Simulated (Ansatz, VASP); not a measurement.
## FeSi2 (Linzhiite): VASP beside Ansatz

One calculation is typed for both programs; each brings its own data sets. How far apart do they land? The cell is taken from a series of runs on this material, whose earlier steps may have relaxed, scaled, displaced or heated it; both programs get it as it stands.

Method: plane waves, with VASP 6.6.1 beside it; zone-centre phonons at PBEsol, in Ansatz 0.2.0.

## (1) Set-up

Symmetry: P4/mmm, No. 123, tetragonal system. Conventional cell: a = 2.703 Å, b = 2.703 Å, c = 4.903 Å, α = 90.00°, β = 90.00°, γ = 90.00°. Nearest to Si lie 1 Si at 2.25 Å and 4 Fe at 2.33 Å. Nearest to Fe lie 8 Si at 2.33 Å. Farther neighbours are not listed.

## (2) Ansatz: zone-centre phonons, PBEsol

Ansatz runs on its PAW soft_1 files.

Second derivatives magnify differences that forces hide, and they need a tight electronic threshold.

Contents of input.yaml:

```yaml
crystal:
  lattice:
    - [2.7034124144, 0.0, 0.0]
    - [0.0, 2.7034124144, 0.0]
    - [0.0, 0.0, 4.9026718429]
  atoms:
    - { symbol: Si, position: [0.5, 0.5, 0.2702157601] }
    - { symbol: Si, position: [0.5, 0.5, 0.7297842399] }
    - { symbol: Fe, position: [0.0, 0.0, 0.0] }
kpoints:
  mp_grid: { grid: [16, 16, 8] }
hamiltonian:
  xc: pbesol
  pseudopotentials: { kind: paw, azcp: { folder: soft_1 }, xc_functional: pbe }
scf:
  occupations: { method: methfessel_paxton, width: 0.2 }
output:
  eigenvalues: true
phonons:
  method: dfpt
```

Command:

```sh
$ ansatz run input.yaml --threads 4 --pin off --max-ram 10240MiB --backend cpu --events-out ev --progress --plain --runs-dir out
```

Numbers of over 12 decimals in the logs are rounded to 6 here.

What it wrote:

```text
zone centre: on kpoints.mp_grid the ground state, and the responses unless they are solved on pairs of k-points, stand on 405 of the mesh's 2048 k-points, reduced under 4 symmetry operations, with k and −k counted as one. Each operation leaves every solved displacement unchanged or reverses it
Engine: ansatz 0.2.0, aarch64-unknown-linux-gnu
Pseudopotentials: kind: paw
Pseudopotential: Si, paw, valence charge 4, recommended cutoff 420 eV (normal), soft_1/Si.paw.azcp
Pseudopotential: Fe, paw, valence charge 16, recommended cutoff 420 eV (normal), soft_1/Fe.paw.azcp
Functional definition: PBEsol
  exchange = pbesol_x
  correlation = pbesol_c
Crystal: 3 atoms, lattice volume = 35.831 Å³
Basis set: ecut = 420 eV, 709 PW (Γ), exchange–correlation on 40×40×72 points (8 copies of the dense FFT grid, shifted against one another)
Bands: 16, of which v1, the nominal top of the filled ones, is band 12 counted from 1 (11 counted from 0)
Symmetry: 16 space group operations
k-points: 405 of 2048 (irreducible under 4 space group operations, time reversal used)
Non-local potential: Si, projectors of the file, l = 0: 2, l = 1: 2, l = 2: 1
Non-local potential: Fe, projectors of the file, l = 0: 3, l = 1: 2, l = 2: 3, l = 3: 1
PAW form: soft (Blöchl's): semilocal exchange-correlation on the pseudo side does not see the compensation charge
PAW frozen core: Si, regenerated for the run's functional, and the local potential with it (the file was generated under x = pbe(κ = 0.804, μ = 0.219515), c = pbe(β = 0.066725))
PAW frozen core: Fe, regenerated for the run's functional, and the local potential with it (the file was generated under x = pbe(κ = 0.804, μ = 0.219515), c = pbe(β = 0.066725))
PAW one-centre angular grid: Si, 110 points (default); XC on 64 Gauss nodes
PAW one-centre angular grid: Fe, 590 points (default); XC on 64 Gauss nodes
Initial density: superposition of atomic densities (chi_scale 0.1, normalization cell, long waves kept (reshape's long-wave potential 0.00 eV rms))
Initial wavefunctions: pseudopotential atomic-orbital guess
Functional: x = pbesol(κ = 0.804, μ = 0.123457), c = pbesol(β = 0.046)
SCF iter   1: F=—  HF=-5694.761143 eV  |F-HF|=—  |Δ(HF+E_count)|=         —  Δρ=1.19e-1  dr2=1.05e1  ethr=3.10e-3  ⟨swp⟩=5.1  Hψ=34538  notcnv=0
preconditioner: auto → none  [metal: Δε(μ)=0.006 eV  Ē_g=8.195 eV  σ=0.200 eV  W_gap=0.02  n_scr=6 (ndim 8)  ℏωp=24.8 eV  f_vac=0.000  D(μ)=2.01/eV (n_scr^D=16)  sad-step TF]
SCF iter   2: F=—  HF=-5694.508596 eV  |F-HF|=—  |Δ(HF+E_count)|=   2.53e-1  S|Δr|=    0.00e0  Δρ=1.34e-1  dr2=1.09e1  ethr=3.10e-3  ⟨swp⟩=2.0  Hψ=11095  notcnv=0
SCF iter   3: F=—  HF=-5693.427971 eV  |F-HF|=—  |Δ(HF+E_count)|=    1.08e0  S|Δr|=    0.00e0  Δρ=4.94e-2  dr2=8.70e-1  ethr=3.10e-3  ⟨swp⟩=3.0  Hψ=12230  notcnv=0
SCF iter   4: F=—  HF=-5693.317630 eV  |F-HF|=—  |Δ(HF+E_count)|=   1.10e-1  S|Δr|=    0.00e0  Δρ=1.16e-2  dr2=1.18e-1  ethr=3.10e-3  ⟨swp⟩=2.5  Hψ=13022  notcnv=0
SCF iter   5: F=—  HF=-5693.277501 eV  |F-HF|=—  |Δ(HF+E_count)|=   4.01e-2  S|Δr|=    0.00e0  Δρ=3.27e-3  dr2=2.28e-3  ethr=4.93e-4  ⟨swp⟩=2.0  Hψ=10837  notcnv=0
SCF iter   6: F=—  HF=-5693.277400 eV  |F-HF|=—  |Δ(HF+E_count)|=   1.00e-4  S|Δr|=    0.00e0  Δρ=4.21e-4  dr2=2.05e-5  ethr=9.49e-6  ⟨swp⟩=2.2  Hψ=9576  notcnv=0
SCF iter   7: F=—  HF=-5693.277400 eV  |F-HF|=—  |Δ(HF+E_count)|=   2.67e-9  S|Δr|=    0.00e0  Δρ=1.09e-4  dr2=1.75e-6  ethr=8.56e-8  ⟨swp⟩=2.0  Hψ=11207  notcnv=0
SCF iter   8: F=—  HF=-5693.277400 eV  |F-HF|=—  |Δ(HF+E_count)|=   1.95e-7  S|Δr|=    0.00e0  Δρ=1.36e-5  dr2=2.71e-8  ethr=7.30e-9  ⟨swp⟩=2.3  Hψ=9620  notcnv=0
SCF iter   9: F=—  HF=-5693.277400 eV  |F-HF|=—  |Δ(HF+E_count)|=   2.32e-9  S|Δr|=    0.00e0  Δρ=2.00e-6  dr2=5.39e-10  ethr=1.13e-10  ⟨swp⟩=2.5  Hψ=10956  notcnv=0
SCF iter  10: F=-5693.277400 eV  HF=-5693.277400 eV  |F-HF|=3.64e-12  |Δ(HF+E_count)|=  9.09e-11  S|Δr|=    0.00e0  Δρ=1.78e-7  dr2=6.69e-12  ethr=1.00e-12  ⟨swp⟩=4.9  Hψ=32142  notcnv=0
the search or the solves at the SCF's close seem to have found levels that the self-consistency loop had missed (the run counts 1). By its estimate they hold under 1e-12 electrons; where the run keeps them, the occupations were computed again with them
SCF 1 converged in 10 iterations: F = -5693.277400 eV  dr2 = 6.69e-12
  greatest PAW one-centre occupation: 1.000 electrons in one spin orbital (limit 2), on the Fe atom at site 2 (counted from 0), in its partial waves of l = 1
DFPT response loops at Γ: preconditioner auto → Kerker (q_TF=auto, 2.552 Å⁻¹) (partly filled bands, converged f_vac=0.000); β = 1.00, the filter's whole step (`scf.mixing.beta` (0.50) is not read by the response loops under this deck's `scf.mixing.preconditioner`; to damp them name `kerker` or `kerker_dos`, under which they read `scf.mixing.beta`, and type it under 1.00, their step now; both keys bind the ground state too); Broyden in place of MSR1
SCF converged after 10 iterations
Stability not checked: this state was not tested for a lower state beside it, because cold or Methfessel-Paxton smearing, or corrected tetrahedra, fill the levels in a way that the test cannot read (fill_not_monotonic; see scf.lower_state_search)
Free energy (F): -5693.277400 eV
Harris-Foulkes:  -5693.277400 eV  (|F-HF|=3.64e-12)
Internal energy: -5693.279476 eV  (E = F + TS)
E sigma→0 (E₀):  -5693.277919 eV
Entropy (-TS):   0.002075 eV (0.692 meV/atom)
Fermi energy:    14.647134 eV
Step filling:    the computed levels leave a gap of 0.0000 eV = 0.0 smearing widths at the electron count; against every level under it full and every level over it empty, smearing changes F+E_penalty+E_count by +0.753 meV and its σ→0 estimate by +0.234 meV
--- Per-component energies (eV) ---
  E_band       = -216.360999
  E_kinetic    = 429.186162
  E_local      = -3460.505974  (includes V_loc(G=0)·N_el)
  E_nonlocal   = 334.586756
  E_hartree    = 1527.898997
  E_xc         = -228.582266
  E_vxc        = -246.445514  (∫ρ·V_xc dr)
  E_paw        = -2346.661651  (= ΣΔE_a)
  E_vpaw       = -328.979456  (= ΣTr[D̂ρ^β])
  E_aug_tail   = -0.000793  (compensation charges beyond the density's cutoff)
  E_ewald      = -1949.443031
  E_core_change = 0.242323  (= ΣΔE_core)
  E_smearing   = 0.002075  (= −TS)
  E_closure    = 0.000000  (closes the sum)
  Σ components = -5693.277400   (vs F -5693.277400, Δ=0.00e0)
--- Band table (eV; the first three rows and the last of 405) ---
  k-point 0: bands = [... 8 lower, 13.0416, 13.0416, 13.2218, 13.8186, 18.7442, 18.7442, 21.7452, 22.6960]
  k-point 1: bands = [... 8 lower, 13.0316, 13.0316, 13.2106, 13.8187, 18.8549, 18.8549, 21.2746, 21.5568]
  k-point 2: bands = [... 8 lower, 13.0077, 13.0077, 13.1653, 13.8191, 19.1724, 19.1724, 19.6931, 21.2287]
  k-point 404: bands = [... 8 lower, 11.1918, 11.1918, 12.9394, 14.6913, 15.1617, 15.1617, 15.8193, 17.6430]
--- Phonons (Γ-DFPT): 4 representative perturbations + reference, on 405 of 2048 k-points (Σ response iterations 14) ---
  k mesh reduced under 4 symmetry operations, with k and −k counted as one. Each operation leaves every solved displacement unchanged or reverses it
  ASR residual: 1.100e-4 → 0.000e0 eV/Å²; symmetrization residual: 1.947e-6 eV/Å²
  ASR residual per site (eV/Å²): 3.17e-5 3.17e-5 1.10e-4
  Γ frequencies (cm⁻¹): 0.00 0.00 0.00 230.10 230.10 313.76 313.76 391.16 631.72
  non-analytic LO–TO correction: not included (Born effective charges unavailable; polar crystals: no LO–TO splitting at Γ)
```

In the SCF lines HF is the Harris–Foulkes energy and dr2 the Hartree energy of the density residual, in eV; the loop may stop once dr2 is under the threshold and the program's other checks hold. Hψ counts applications of the Hamiltonian.

(Part 1 of 2 ends here.)

[Lines on the potential files, build, host, timing and source positions are cut from VASP's logs without a mark.]

[Logs are printed without paths, hosts, clocks, repeated set-up lines and the standing remarks that a program may print on its own settings, such as how far it seeks lower states.]

[Hosts, paths, dates, database ids (printed as entryN), source tags and the programs' standing remarks are cut or masked in the printed files.]
